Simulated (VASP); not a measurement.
Here is the system:

```xyz
2
Lattice="0.0000 2.3956 2.3956 2.3956 0.0000 2.3956 2.3956 2.3956 0.0000" Properties=species:S:1:pos:R:3 pbc="T T T"
Y      0.0000     0.0000     0.0000
N      2.3956     2.3956     2.3956
```

Level of theory: SCAN meta-GGA, VASP's PBE PAW potentials (set 64) (plane waves; VASP 6.6.1). Settings: 520 eV cut-off, 9×9×9 Γ-centred mesh, Gaussian smearing of 0.050 eV, potentials Y_sv N.

Question: Give the stress tensor in GPa (positive for a compressed cell).

Answer: 
```
12.13   0.00   0.00
 0.00  12.13   0.00
 0.00   0.00  12.13
```
The pressure is its mean diagonal, 12.13 GPa.

The compound is YN in the rock salt structure. This cell is one point of a volume scan, at 0.94 of the reference volume.
